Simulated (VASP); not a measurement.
VASP ran on this input.

KPOINTS:
```
Automatic mesh
0
Gamma
7 7 7
0 0 0
```

**INCAR**
```
SYSTEM = CoS
PREC = Accurate
ENCUT = 400
EDIFF = 1E-6
NELM = 100
ALGO = Normal
LREAL = .FALSE.
LASPH = .TRUE.
ISMEAR = 0
SIGMA = 0.05
GGA = PE
LMAXMIX = 4
ISPIN = 2
MAGMOM = 3.0 3.0 0.0 0.0
LORBIT = 10
LWAVE = .FALSE.
LCHARG = .FALSE.
ISIF = 2
IBRION = 0
NSW = 3
TEBEG = 300
```

POSCAR:
```
CoS
1
   -1.6591030000     1.6591030000     5.6169060000
    1.6591030000    -1.6591030000     5.6169060000
    1.6591030000     1.6591030000    -5.6169060000
Co S
2 2
Direct
  0.7500000000   0.7500000000   0.0000000000
  0.5000000000   0.0000000000   0.5000000000
  0.1660000000   0.1660000000   0.0000000000
  0.9160000000   0.4160000000   0.5000000000
```

POTCAR, in this order: Co S (PBE.64 set). Program: vasp_std.

Task: What happens when VASP runs on this input?

Result: There is a fault: molecular dynamics (IBRION = 0) was asked for without POTIM. VASP stops with an error: Fatal error! IBRION=0, but no entry for POTIM on file INCAR. MUST be specified! ----> I REFUSE TO CONTINUE WITH THIS SICK JOB ... BYE!!! <----

standard output:
```
 POSCAR found type information on POSCAR CoS
 POSCAR found :  2 types and       4 ions
 Reading from existing POTCAR

 -----------------------------------------------------------------------------
|                                                                             |
|     EEEEEEE  RRRRRR   RRRRRR   OOOOOOO  RRRRRR      ###     ###     ###     |
|     E        R     R  R     R  O     O  R     R     ###     ###     ###     |
|     E        R     R  R     R  O     O  R     R     ###     ###     ###     |
|     EEEEE    RRRRRR   RRRRRR   O     O  RRRRRR       #       #       #      |
|     E        R   R    R   R    O     O  R   R                               |
|     E        R    R   R    R   O     O  R    R      ###     ###     ###     |
|     EEEEEEE  R     R  R     R  OOOOOOO  R     R     ###     ###     ###     |
|                                                                             |
|     Fatal error! IBRION=0, but no entry for POTIM on file INCAR. MUST       |
|     be specified!                                                           |
|                                                                             |
|       ---->  I REFUSE TO CONTINUE WITH THIS SICK JOB ... BYE!!! <----       |
|                                                                             |
 -----------------------------------------------------------------------------
```

To mend it, set POTIM to the time step in fs (1 to 2 fs suits most solids). The plain static run on this cell (PBE GGA, plane waves, VASP's PBE PAW potentials (set 64)) converges, and its OSZICAR ends with
```
   1 F= -.21685311E+02 E0= -.21681084E+02  d E =-.845353E-02  mag=     3.9699
```

The structure was generated: CoS was put into the NbAs type (I4_1md), which need not be its known phase. The cell was not relaxed at this level.
